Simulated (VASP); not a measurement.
These are PBE GGA, VASP's PBE PAW potentials (set 64) (plane waves; VASP) values and carry that method's errors.

The input files of a VASP run:

KPOINTS:
```
Regular mesh
0
G
 11 11 11
0 0 0
```

File POSCAR:
```
Cr
1
    2.9376000000     0.0000000000     0.0000000000
    0.0000000000     2.9376000000     0.0000000000
    0.0000000000     0.0000000000     2.9376000000
Cr
2
Direct
  0.0000000000   0.0000000000   0.0000000000
  0.5000000000   0.5000000000   0.5000000000
```

### INCAR
```
# general
SYSTEM  = Cr
PREC    = Accurate
ENCUT   = 400
LREAL   = .FALSE.
LASPH   = .TRUE.

# electronic loop
EDIFF   = 1E-6
NELM    = 100
ALGO    = Normal
LMAXMIX = 4

# smearing
ISMEAR  = 1
SIGMA   = 0.1

# functional
GGA     = PE

# spin
ISPIN   = 2
MAGMOM  = 0.3 -0.3

# ions
ISIF    = 2

# output
LWAVE   = .FALSE.
LCHARG  = .FALSE.
LORBIT  = 10
```

POTCAR, in this order: Cr_pv (PBE.64 set). Program: vasp_std.

What will the output report for the number of irreducible k-points (NKPTS), number of bands (NBANDS), largest plane-wave count, number of space-group operations, FFT grid (NGX, NGY, NGZ)?

```json
{
 "number of irreducible k-points (NKPTS)": "56",
 "number of bands (NBANDS)": "16",
 "largest_plane_wave_count": "468",
 "number_of_space_group_operations": "48",
 "FFT grid (NGX, NGY, NGZ)": "20 × 20 × 20"
}
```

The compound is Cr in the bcc, AFM order structure. The cell was not relaxed at this level. The run is one of a series of settings (MAGMOM = 0.3 -0.3 against the base run), some of them coarse on purpose.
